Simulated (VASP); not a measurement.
Output of a VASP run:

### OUTCAR
```
 ion  position               nearest neighbor table
   1  0.005  0.996  0.002-   2 2.82   2 2.82   2 2.86   2 2.89
   2  0.245  0.254  0.248-   1 2.82   1 2.82   1 2.86   1 2.89
  LATTYP: Found a face centered cubic cell.
 ALAT       =     6.5699700000
 Subroutine PRICEL returns:
 Original cell was already a primitive cell.
 Subroutine GETGRP returns: Found  2 space group operations
The static configuration has the point symmetry C_1 .
 The point group associated with its full space group is S_2 .
The dynamic configuration has the point symmetry C_1 .
 Subroutine INISYM returns: Found  2 space group operations
 Subroutine IBZKPT returns following result:
 Found     36 irreducible k-points:

 Following reciprocal coordinates:
            Coordinates               Weight
  0.000000  0.000000  0.000000      1.000000
  0.250000  0.000000  0.000000      2.000000
  0.000000  0.250000  0.000000      2.000000
  0.000000  0.000000  0.250000      2.000000
  0.250000  0.250000  0.250000      2.000000
  0.500000  0.000000  0.000000      1.000000
  0.000000  0.500000  0.000000      1.000000
  0.000000  0.000000  0.500000      1.000000
  0.500000  0.500000  0.500000      1.000000
  0.250000  0.250000  0.000000      2.000000
  0.000000  0.250000  0.250000      2.000000
  0.250000  0.000000  0.250000      2.000000
  0.500000  0.250000  0.000000      2.000000
  0.000000  0.500000  0.250000      2.000000
  0.250000  0.000000  0.500000      2.000000
  0.250000  0.250000 -0.250000      2.000000
  0.500000  0.250000  0.500000      2.000000
  0.250000  0.500000  0.000000      2.000000
  0.250000 -0.250000 -0.250000      2.000000
  0.500000  0.500000  0.250000      2.000000
  0.000000  0.250000  0.500000      2.000000
 -0.250000  0.250000 -0.250000      2.000000
  0.250000  0.500000  0.500000      2.000000
  0.500000  0.000000  0.250000      2.000000
 -0.250000  0.250000  0.000000      2.000000
  0.000000 -0.250000  0.250000      2.000000
  0.250000  0.000000 -0.250000      2.000000
  0.250000  0.250000  0.500000      2.000000
 -0.250000  0.500000 -0.250000      2.000000
  0.500000 -0.250000 -0.250000      2.000000
  0.500000  0.500000  0.000000      1.000000
  0.000000  0.500000  0.500000      1.000000
  0.500000  0.000000  0.500000      1.000000
 -0.250000  0.500000  0.250000      2.000000
  0.250000 -0.250000  0.500000      2.000000
  0.500000  0.250000 -0.250000      2.000000
   k-points           NKPTS =     36   k-points in BZ     NKDIM =     36   number of bands    NBANDS=     18
   number of dos      NEDOS =    301   number of ions     NIONS =      2
   total plane-waves  NPLWV =   8000
   dimension x,y,z NGX =    20 NGY =   20 NGZ =   20
   dimension x,y,z NGXF=    40 NGYF=   40 NGZF=   40
   ions per type =               2
   PREC   = accura    normal or accurate (medium, high low for compatibility)
   ISTART =      0    job   : 0-new  1-cont  2-samecut
   ICHARG =      2    charge: 1-file 2-atom 10-const
   ISPIN  =      1    spin polarized calculation?
   LNONCOLLINEAR =      F non collinear calculations
   LSORBIT =      F    spin-orbit coupling
   INIWAV =      1    electr: 0-lowe 1-rand  2-diag
   ENCUT  =  150.0 eV  11.02 Ry    3.32 a.u.   4.64  4.64  4.64*2*pi/ulx,y,z
   NELM   =    100;   NELMIN=  2; NELMDL= -5     # of ELM steps
   EDIFF  = 0.1E-05   stopping-criterion for ELM
   LREAL  =      F    real-space projection
   NLSPLINE    = F    spline interpolate recip. space projectors
   LMAXMIX     =    4 max onsite mixed and CHGCAR
   VOSKOWN=      0    Vosko Wilk Nusair interpolation
   EDIFFG = 0.1E-04   stopping-criterion for IOM
   NSW    =      0    number of steps for IOM
   NBLOCK =      1;   KBLOCK =      1    inner block; outer block
   IBRION =     -1    ionic relax: 0-MD 1-quasi-New 2-CG
   NFREE  =      0    steps in history (QN), initial steepest desc. (CG)
   ISIF   =      2    stress and relaxation
   ISYM   =      2    0-nonsym 1-usesym 2-fastsym
...
```

File OSZICAR:
```
       N       E                     dE             d eps       ncg     rms          rms(c)
DAV:   1     0.119393221739E+03    0.11939E+03   -0.93107E+03  1408   0.733E+02
DAV:   2     0.180942008435E+01   -0.11758E+03   -0.11631E+03  1340   0.232E+02
DAV:   3    -0.159297105568E+01   -0.34024E+01   -0.33926E+01  1420   0.451E+01
DAV:   4    -0.161656658078E+01   -0.23596E-01   -0.23582E-01  1340   0.357E+00
DAV:   5    -0.161681014542E+01   -0.24356E-03   -0.24356E-03  1394   0.359E-01    0.685E+00
DAV:   6    -0.799846366521E+00    0.81696E+00   -0.11223E+00  1372   0.113E+01    0.313E+00
DAV:   7    -0.610469281463E+00    0.18938E+00   -0.56859E-01  1364   0.787E+00    0.379E-01
DAV:   8    -0.605001804007E+00    0.54675E-02   -0.37214E-02  1348   0.111E+00    0.103E-01
DAV:   9    -0.605127673912E+00   -0.12587E-03   -0.63103E-04  1328   0.174E-01    0.657E-02
DAV:  10    -0.605153162660E+00   -0.25489E-04   -0.69450E-05  1302   0.806E-02    0.121E-02
DAV:  11    -0.605152853496E+00    0.30916E-06   -0.22952E-06  1026   0.115E-02
   1 F= -.60515285E+00 E0= -.60012683E+00  d E =-.100520E-01
```

OUTCAR:
```
------------------------ aborting loop because EDIFF is reached ----------------------------------------
  FORCE on cell =-STRESS in cart. coord.  units (eV):
  Direction    XX          YY          ZZ          XY          YZ          ZX
  --------------------------------------------------------------------------------------
  Total      -85.9655015    -85.9829724    -85.9646549      0.0910086     -0.1369771      0.5073338
  in kB    -1942.6949680  -1943.0897845  -1942.6758356      2.0566619     -3.0954823     11.4650040
  external PRESSURE =   -1942.8201960 kB  Pullay stress =       0.0000000 kB
  volume of cell :       70.90
      direct lattice vectors                 reciprocal lattice vectors
     0.000000000  3.284985000  3.284985000    -0.152207697  0.152207697  0.152207697
     3.284985000  0.000000000  3.284985000     0.152207697 -0.152207697  0.152207697
     3.284985000  3.284985000  0.000000000     0.152207697  0.152207697 -0.152207697
 POSITION                                       TOTAL-FORCE (eV/Angst)
 -----------------------------------------------------------------------------------
      3.27812      0.02343      3.28992         0.066592     -0.303809     -0.030638
      1.64936      1.61906      1.63756        -0.066592      0.303809      0.030638
 -----------------------------------------------------------------------------------
    total drift:                                0.000000      0.000000     -0.000000
  FREE ENERGIE OF THE ION-ELECTRON SYSTEM (eV)
  ---------------------------------------------------
  free  energy   TOTEN  =        -0.6051528535 eV

  energy  without entropy=       -0.5951008056  energy(sigma->0) =       -0.60012683
```
(Selected blocks of OUTCAR.)

POSCAR:
```
Sn
1
    0.0000000000     3.2849850000     3.2849850000
    3.2849850000     0.0000000000     3.2849850000
    3.2849850000     3.2849850000     0.0000000000
Sn
2
Direct
  0.0053630000  -0.0038600000   0.0017690000
  0.2446370000   0.2538600000   0.2482310000
```

Problem. Write an INCAR and KPOINTS that could have produced this output.

Solution. This is not unique; one that fits is the input of the run itself, LDA (Ceperley-Alder, Perdew-Zunger), plane waves, VASP's LDA PAW potentials (set 64).

### KPOINTS
```
K-points
0
Gamma
4 4 4
0 0 0
```

### INCAR
```
LWAVE = .False.
ISIF = 2   # forces and stress, cell fixed
LASPH = .True.
PREC = Accurate
SYSTEM = Sn
LMAXMIX = 4   # l cut-off of mixed one-centre charges
NELM = 100   # most electronic steps
EDIFF = 1E-6
ISMEAR = 0
ENCUT = 150
LCHARG = .False.
SIGMA = 0.2
ALGO = Normal
LREAL = .False.   # projection in real space or not
```

POTCAR, in this order: Sn_d (LDA.64 set). Program: vasp_std.

At this cut-off the stress carries a Pulay error, which pulls relaxed volumes low.

The structure comes from a computed database's Sn entry; how it stands against other phases isn't given here. The cell was not relaxed at this level, atoms are displaced from their ideal sites. The k-mesh is coarse (spacing up to 0.41 per Å, 2π included), so the numbers may not be converged in it. The run is one of a series of settings (ENCUT = 150, GGA removed, ISMEAR = 0, SIGMA = 0.2, KPOINTS 4×4×4 Γ-centred mesh, POTCAR Sn_d (LDA.64 set) against the base run), some of them coarse on purpose.
